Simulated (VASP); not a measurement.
Computed with revTPSS meta-GGA, VASP's PBE PAW potentials (set 64) (plane waves; VASP).

A VASP calculation is set up with these files.

KPOINTS:
```
Automatic mesh
0
Gamma
20 20 20
0 0 0
```

KPOINTS_OPT:
```
k-points along high-symmetry lines
10
Line-mode
Reciprocal
  0.000000   0.000000   0.000000 ! GAMMA
  0.500000   0.000000   0.500000 ! X

  0.500000   0.000000   0.500000 ! X
  0.625000   0.250000   0.625000 ! U

  0.375000   0.375000   0.750000 ! K
  0.000000   0.000000   0.000000 ! GAMMA

  0.000000   0.000000   0.000000 ! GAMMA
  0.500000   0.500000   0.500000 ! L

  0.500000   0.500000   0.500000 ! L
  0.500000   0.250000   0.750000 ! W

  0.500000   0.250000   0.750000 ! W
  0.500000   0.000000   0.500000 ! X
```

### INCAR
```
SYSTEM = Cu
PREC = Accurate; ENCUT = 520; LREAL = .FALSE.
LASPH = .TRUE.
EDIFF = 1E-7; NELM = 100; ALGO = Normal
LMAXMIX = 4; LMIXTAU = .TRUE.
ISMEAR = -5
METAGGA = RTPSS
ISIF = 2
LWAVE = .FALSE.; LCHARG = .FALSE.; LORBIT = 11
NEDOS = 601
```

File POSCAR:
```
Cu
3.5598380
  0.0000000000   0.5000000384   0.5000000384
  0.5000000384   0.0000000000   0.5000000384
  0.5000000384   0.5000000384   0.0000000000
Cu
1
direct
  0.0000000000   0.0000000000   0.0000000000
```

POTCAR, in this order: Cu (PBE.64 set). Program: vasp_std.

The run wrote:

### OUTCAR
```
 ion  position               nearest neighbor table
   1  0.000  0.000  0.000-
  LATTYP: Found a face centered cubic cell.
 ALAT       =     3.5598382734
 Subroutine PRICEL returns:
 Original cell was already a primitive cell.
 Subroutine GETGRP returns: Found 48 space group operations
The static configuration has the point symmetry O_h .
The dynamic configuration has the point symmetry O_h .
 Subroutine INISYM returns: Found 48 space group operations
 Subroutine IBZKPT returns following result:
 Found    256 irreducible k-points:

 Following reciprocal coordinates:
            Coordinates               Weight
  0.000000  0.000000  0.000000      1.000000
  0.050000  0.000000  0.000000      8.000000
  0.100000  0.000000  0.000000      8.000000
  0.150000  0.000000  0.000000      8.000000
  0.200000  0.000000  0.000000      8.000000
  0.250000  0.000000  0.000000      8.000000
  0.300000  0.000000  0.000000      8.000000
  0.350000  0.000000  0.000000      8.000000
  0.400000  0.000000  0.000000      8.000000
  0.450000  0.000000  0.000000      8.000000
...
```

### OSZICAR
```
       N       E                     dE             d eps       ncg     rms          rms(c)
DAV:   1     0.594568831107E+02    0.59457E+02   -0.73135E+03  4688   0.275E+03
DAV:   2     0.910226186535E+01   -0.50355E+02   -0.48171E+02  4678   0.285E+02
DAV:   3     0.578389674046E+01   -0.33184E+01   -0.32952E+01  5572   0.116E+02
DAV:   4     0.573094984079E+01   -0.52947E-01   -0.52939E-01  5890   0.144E+01
DAV:   5     0.573020126458E+01   -0.74858E-03   -0.74861E-03  6025   0.149E+00    0.457E+00
DAV:   6     0.565828485686E+00   -0.51644E+01   -0.16413E+01  4608   0.850E+01    0.199E+00
DAV:   7     0.889077459419E+00    0.32325E+00   -0.30457E+00  6153   0.270E+01    0.480E-01
DAV:   8     0.582976069375E+00   -0.30610E+00   -0.21059E+00  4636   0.348E+01    0.151E+00
DAV:   9     0.640461702465E+00    0.57486E-01   -0.29399E-01  5413   0.129E+01    0.337E-01
DAV:  10     0.668441390788E+00    0.27980E-01   -0.99207E-02  6499   0.460E+00    0.590E-01
DAV:  11     0.670061066742E+00    0.16197E-02   -0.14151E-03  5029   0.756E-01    0.596E-01
DAV:  12     0.678465927478E+00    0.84049E-02   -0.44563E-02  4899   0.552E+00    0.659E-02
DAV:  13     0.678522744225E+00    0.56817E-04   -0.22037E-03  5140   0.119E+00    0.431E-02
DAV:  14     0.678536416518E+00    0.13672E-04   -0.26832E-04  5039   0.411E-01    0.230E-03
DAV:  15     0.678536147931E+00   -0.26859E-06   -0.26660E-06  5601   0.298E-02    0.509E-03
DAV:  16     0.678536302480E+00    0.15455E-06   -0.94517E-07  4932   0.249E-02    0.216E-03
DAV:  17     0.678535452961E+00   -0.84952E-06   -0.48603E-07  2832   0.150E-02    0.393E-04
DAV:  18     0.678535575096E+00    0.12214E-06   -0.80578E-08  2432   0.652E-03    0.298E-04
DAV:  19     0.678535518693E+00   -0.56403E-07   -0.30043E-08  2385   0.495E-03
   1 F= 0.67853552E+00 E0= 0.67853552E+00  d E =0.000000E+00
       N       E                     dE             ncg
```

File OUTCAR:
```
------------------------ aborting loop because EDIFF is reached ----------------------------------------
  FORCE on cell =-STRESS in cart. coord.  units (eV):
  Direction    XX          YY          ZZ          XY          YZ          ZX
  --------------------------------------------------------------------------------------
  Total       -0.0171738     -0.0171738     -0.0171738      0.0000000      0.0000000     -0.0000000
  in kB       -2.4397528     -2.4397528     -2.4397528      0.0000000      0.0000000     -0.0000000
  external PRESSURE =      -2.4397528 kB  Pullay stress =       0.0000000 kB
  volume of cell :       11.28
      direct lattice vectors                 reciprocal lattice vectors
     0.000000000  1.779919137  1.779919137    -0.280911638  0.280911638  0.280911638
     1.779919137  0.000000000  1.779919137     0.280911638 -0.280911638  0.280911638
     1.779919137  1.779919137  0.000000000     0.280911638  0.280911638 -0.280911638
 POSITION                                       TOTAL-FORCE (eV/Angst)
 -----------------------------------------------------------------------------------
      0.00000      0.00000      0.00000        -0.000000      0.000000      0.000000
 -----------------------------------------------------------------------------------
    total drift:                               -0.000000     -0.000000      0.000000
  FREE ENERGIE OF THE ION-ELECTRON SYSTEM (eV)
  ---------------------------------------------------
  free  energy   TOTEN  =         0.6785355187 eV

  energy  without entropy=        0.6785355187  energy(sigma->0) =        0.67853552

 total charge

# of ion       s       p       d       tot
------------------------------------------
    1        0.446   0.424   9.182  10.052
```
(Selected blocks of OUTCAR.)

For a metal the tetrahedron method with Blöchl corrections gives inexact stress and forces.

The compound is Cu in the fcc structure. It was relaxed first.
